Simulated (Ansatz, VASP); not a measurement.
# Cross-check of BH11C6N2F4 between VASP and Ansatz, part 2 of 2

Aim: how closely do two programs agree when they are given the same cell, functional and k mesh? The cell is taken from a series of runs on this material, whose earlier steps may have relaxed, scaled, displaced or heated it; both programs get it as it stands.

VASP 6.6.1 and Ansatz 0.2.0.

So far: Starting point; Ansatz: single point, PBE with D3(BJ).

## (3) VASP: single point, PBE with D3(BJ)

Level of this step: PBE with D3(BJ); plane waves and PAW (C, N, H, B, F) (VASP).

The same cell, functional and mesh now go to VASP, with its own data sets.

Lines of VASP's logs that name or quote its potential files are left out, and so is its time.

INCAR reads:

```
SYSTEM = BH11C6N2F4
PREC = Accurate
ENCUT = 600
EDIFF = 1E-06
NELM = 120
ISMEAR = 0
SIGMA = 0.01
LREAL = Auto
ALGO = Normal
GGA = PE
IVDW = 12
NBANDS = 328
LORBIT = 11
LWAVE = .FALSE.
LCHARG = .FALSE.
ISIF = 2
LASPH = .TRUE.
GGA_COMPAT = .FALSE.
EFERMI = MIDGAP
```

POSCAR reads:

```
BH11C6N2F4
1.0
   11.5837000000      0.0000000000      0.0000000000
    0.0000000000     11.5837000000      0.0000000000
    0.0000000000      0.0000000000     11.5837000000
C N H B F
36 12 66 6 24
Direct
    0.7944700000      0.7889000000      0.4445200000
    0.8600100000      0.6839400000      0.3999200000
    0.7046000000      0.5267800000      0.3696400000
    0.6646600000      0.4455500000      0.4468700000
    0.7045600000      0.3795200000      0.6447200000
    0.8151700000      0.5264400000      0.5299000000
    0.4893400000      0.2281600000      0.2450300000
    0.4128300000      0.3168400000      0.1937200000
    0.2339100000      0.2021900000      0.2353500000
    0.1283300000      0.2224200000      0.2939300000
    0.0501900000      0.3932100000      0.3925700000
    0.2425200000      0.3750500000      0.3141200000
    0.5508600000      0.1654300000      0.8098600000
    0.5634400000      0.0351300000      0.7853100000
    0.6873200000      0.8725200000      0.8802000000
    0.6808600000      0.8209400000      0.9913600000
    0.5680800000      0.8521900000      0.1715800000
    0.5623200000      0.9717300000      0.9935400000
    0.9488400000      0.7993100000      0.0929000000
    0.9895600000      0.9163200000      0.1334800000
    0.8407000000      0.0690700000      0.1073100000
    0.8014800000      0.1321400000      0.0126400000
    0.8781900000      0.1543600000      0.8063900000
    0.9613000000      0.0296900000      0.9691500000
    0.5415900000      0.7714100000      0.6359100000
    0.4399900000      0.7641100000      0.5552500000
    0.3869900000      0.9861900000      0.5468600000
    0.2846300000      0.0407600000      0.5529300000
    0.0807400000      0.9781600000      0.5285000000
    0.2470400000      0.8507400000      0.5567200000
[... 108 atom lines left out ...]
    0.2486200000      0.4407100000      0.6098900000
    0.4508200000      0.5097000000      0.6359300000
    0.8298000000      0.6870800000      0.7115100000
    0.9700700000      0.8102900000      0.8048500000
    0.9816800000      0.7572700000      0.6232100000
    0.0145000000      0.6264200000      0.7615600000
```

KPOINTS reads:

```
Automatic mesh
0
Gamma
1 1 1
0 0 0
```

PAW data sets: C, N, H, B and F (PBE family, release 64).

On the command line:

```console
> export OMP_NUM_THREADS=4
> mpirun -np 1 vasp_gam
```

Numbers of over 12 decimals in the logs are rounded to 6 here.

The program printed:

```text
[banner, memory and clock lines left out]
running    1 mpi-ranks, on    1 nodes
[...]
Offloading initialized ...    1 GPUs detected
[...]
LDA part: xc-table for (Slater+PW92), standard interpolation
 POSCAR, INCAR and KPOINTS ok, starting setup
[...]
entering main loop
       N       E                     dE             d eps       ncg     rms          rms(c)
DAV:   1     0.403925737228E+04    0.40393E+04   -0.27213E+05   664   0.147E+03
DAV:   2    -0.461785884647E+03   -0.45010E+04   -0.42938E+04   816   0.344E+02
DAV:   3    -0.888498530986E+03   -0.42671E+03   -0.42324E+03   792   0.110E+02
DAV:   4    -0.897779396550E+03   -0.92809E+01   -0.92475E+01   808   0.179E+01
[...]
DAV:  17    -0.834260514494E+03    0.25105E-05   -0.86681E-06   808   0.877E-03    0.321E-03
DAV:  18    -0.834260513437E+03    0.10570E-05   -0.14916E-06   552   0.481E-03    0.164E-03
DAV:  19    -0.834260512962E+03    0.47522E-06   -0.10742E-06   544   0.363E-03
   1 F= -.84141569E+03 E0= -.84141569E+03  d E =0.000000E+00
```

From OUTCAR (step 3):

```text
  FREE ENERGIE OF THE ION-ELECTRON SYSTEM (eV)
  ---------------------------------------------------
  free  energy   TOTEN  =      -841.4156906213 eV

  energy  without entropy=     -841.4156906213  energy(sigma->0) =     -841.41569062
```

The run ends at a pressure of 1.69 GPa, with forces up to 4.9 eV/Å.

## (4) Differences

Known differences besides the potentials themselves: fixed occupations in Ansatz, narrow Gaussian smearing in VASP; the cutoff is 420 eV in Ansatz and 600 eV in VASP (PREC = Accurate, projectors in real space). Total energies have different zeros and are not compared.

Compared:

| quantity | Ansatz | VASP | difference |
| --- | --- | --- | --- |
| pressure (GPa) | 1.65 | 1.69 | -0.04 |
| gap on the k mesh (eV) | 3.637 | 3.638 | -0.001 |

Forces on 10 of the 144 atoms, those with the largest forces and the largest differences (eV/Å; atoms numbered as in POSCAR):

| atom | Ansatz x, y, z | VASP x, y, z |
| --- | --- | --- |
| C3 | 1.440, -0.005, 3.708 | 1.413, 0.013, 3.633 |
| C11 | -1.971, 3.473, 0.646 | -1.990, 3.477, 0.662 |
| C15 | -2.236, 1.684, 4.149 | -2.188, 1.663, 4.090 |
| C21 | -3.955, 1.200, 0.468 | -3.996, 1.204, 0.536 |
| H52 | 0.388, 0.316, -3.914 | 0.391, 0.317, -3.915 |
| H101 | -2.379, -1.445, 3.194 | -2.376, -1.442, 3.184 |
| B120 | 1.559, 3.866, -1.291 | 1.543, 3.912, -1.253 |
| F134 | -0.035, -2.594, 2.610 | -0.040, -2.705, 2.821 |
| F141 | -1.601, -0.579, 1.098 | -1.808, -0.619, 1.058 |
| F144 | 0.455, -2.352, 0.567 | 0.597, -2.518, 0.633 |

The forces differ by 49 meV/Å r.m.s., which is 4.2 % of the r.m.s. force of 1.151 eV/Å (both taken over all components). A gap on the mesh is an upper bound, since the band edges may lie between its points.

## (5) What came out

```
r.m.s. force difference (single point, PBE with D3(BJ)) : 4.2 % of the r.m.s. force
```

**Reading.** The r.m.s. force difference is 4.2 % of the r.m.s. force (single point, PBE with D3(BJ)), beyond the 3 % picked in this series as the mark of a large difference. What causes the difference of the single point, PBE with D3(BJ) pair stays open here. Such differences can come from data sets, numerical settings and the points named under the comparisons, not from the functional's error against experiment.

[Lines on the potential files, build, host, timing and source positions are cut from VASP's logs without a mark.]

[Logs are printed without paths, hosts, clocks, repeated set-up lines and the standing remarks that a program may print on its own settings, such as how far it seeks lower states.]

[Hosts, paths, dates, database ids (printed as entryN), source tags and the programs' standing remarks are cut or masked in the printed files.]
